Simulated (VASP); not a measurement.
Runs of VASP 6.6.1 on BaAs. Symmetry: Pm-3m, No. 221, cubic system. Conventional cell: a = 4.025 Å, b = 4.025 Å, c = 4.025 Å, α = 90.00°, β = 90.00°, γ = 90.00°. Ba (site symmetry m-3m) has 8 As at 3.49 Å as nearest neighbours. As (site symmetry m-3m) has 8 Ba at 3.49 Å as nearest neighbours. The cell was built by a generator and needn't be a form met in nature.

```tsv
task	level	cell	k mesh	cutoff (eV)	smearing	grid for exact exchange (PRECFOCK)	exchange at q = 0	mesh quality	gap on the mesh (eV)	pressure (GPa)	relaxed volume (Å³/atom)
relaxation of cell and atoms	SCAN0	relaxed	4 × 4 × 4	600	gaussian 0.05 eV	Fast	default	coarse	none	0.0	32.33
relaxation of cell and atoms	r2SCAN+D3(BJ)	relaxed	7 × 7 × 7	600	gaussian 0.05 eV	-	-	not flagged	none	0.1	31.95
relaxation of cell and atoms	r2SCAN	relaxed	7 × 7 × 7	600	gaussian 0.05 eV	-	-	not flagged	none	0.0	32.74
relaxation of cell and atoms	LAK	relaxed	7 × 7 × 7	600	gaussian 0.05 eV	-	-	not flagged	none	0.0	(a)
```

Alike in all rows: potentials or basis VASP PAW PBE potentials, release 64 (Ba_sv, As); no spin polarisation.

Question: Fill in the values left out.

Answer: (a) 34.20.

Caveats: some runs use coarse meshes; the PAW data sets were made with another functional, which shifts forces and pressure a little; pairwise dispersion overbinds metals, which lowers pressure and volume (some runs).

A k mesh can miss the band edges, and the runs leave out spin-orbit coupling on As, Ba.

A gap of «none» marks a metal or a gap under the smearing width.

Not every run made on this cell is shown here.
